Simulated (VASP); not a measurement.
Method: PBE GGA, VASP's PBE PAW potentials (set 64) (plane waves; VASP).

VASP ran on this input.

File POSCAR:
```
FePt
1
    2.7200000000     0.0000000000     0.0000000000
    0.0000000000     2.7200000000     0.0000000000
    0.0000000000     0.0000000000     3.7100000000
Fe Pt
1 1
Direct
  0.0000000000   0.0000000000   0.0000000000
  0.5000000000   0.5000000000   0.5000000000
```

**KPOINTS**
```
Automatic mesh
0
gamma
12 12 9
```

INCAR:
```
! general
SYSTEM  = FePt
PREC    = Accurate
ENCUT   = 400   ! plane-wave cut-off (eV)
LREAL   = .FALSE.
LASPH   = .TRUE.   ! aspherical one-centre terms

! electronic loop
EDIFF   = 1E-6
NELM    = 100   ! most electronic steps
ALGO    = Normal   ! blocked Davidson
LMAXMIX = 6

! smearing
ISMEAR  = 1
SIGMA   = 0.1

! functional
GGA     = PE

! spin
ISPIN   = 2   ! spin-polarised
MAGMOM  = 5.0 0.0

! ions
ISIF    = 2   ! forces and stress, cell fixed

! output
LWAVE   = .FALSE.
LCHARG  = .FALSE.
LORBIT  = 10
```

POTCAR, in this order: Fe Pt (PBE.64 set). Program: vasp_std.

Unless said otherwise, spin-orbit coupling is left out, though it shifts the bands of the heavy elements here.

Q: Estimate the energy per atom (σ→0), cell moment, pressure, band gap (on the k-mesh).

A: 
```json
{
  "energy per atom (σ→0)": "-7.397 eV/atom",
  "cell_moment": "3.27 μB",
  "band gap (on the k-mesh)": "none (metal, semimetal or under 0.01 eV)",
  "pressure": "4.03 GPa"
}
```

### OSZICAR
```
...
DAV:   9    -0.148100686130E+02    0.21921E-01   -0.25481E-02 11888   0.271E+00    0.201E+00
DAV:  10    -0.147942264409E+02    0.15842E-01   -0.24118E-02 12456   0.338E+00    0.400E-01
DAV:  11    -0.147942943963E+02   -0.67955E-04   -0.20331E-03 11472   0.496E-01    0.194E-01
DAV:  12    -0.147942879272E+02    0.64691E-05   -0.12753E-04 11280   0.151E-01    0.739E-02
DAV:  13    -0.147942839330E+02    0.39942E-05   -0.22894E-05 11248   0.876E-02    0.277E-02
DAV:  14    -0.147942805664E+02    0.33666E-05   -0.42174E-06 10144   0.445E-02    0.973E-03
DAV:  15    -0.147942800237E+02    0.54276E-06   -0.43877E-07  5008   0.829E-03
   1 F= -.14794280E+02 E0= -.14793944E+02  d E =-.100894E-02  mag=     3.2737
```

The compound is FePt in the L1_0 structure. The cell was not relaxed at this level. The run is one of a series of settings (MAGMOM = 5.0 0.0 against the base run), some of them coarse on purpose.
